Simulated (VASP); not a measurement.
Data:

```
CELL_PARAMETERS angstrom
      4.10983     0.00000     0.00000
      0.00000     4.10983     0.00000
      0.00000     0.00000     4.10983
ATOMIC_POSITIONS crystal
  Ba 0.00000 0.00000 0.00000
  Ti 0.50000 0.50000 0.50000
  O  0.50000 0.00000 0.50000
  O  0.00000 0.50000 0.50000
  O  0.50000 0.50000 0.00000
```

Method: RPBE GGA, VASP's PBE PAW potentials (set 64) (plane waves; VASP 6.6.1). Run with 520 eV cut-off, 6×6×6 Γ-centred mesh, Gaussian smearing of 0.050 eV, potentials Ba_sv Ti_sv O.

Give the stress tensor in GPa (positive for a compressed cell).

```
-4.12   0.00   0.00
 0.00  -4.12   0.00
 0.00   0.00  -4.12
```
The pressure is its mean diagonal, -4.12 GPa.

The compound is BaTiO3 in the cubic perovskite structure, the ideal cubic form; the compound distorts at low or room temperature. This cell is one point of a volume scan, at 1.03 of the reference volume.
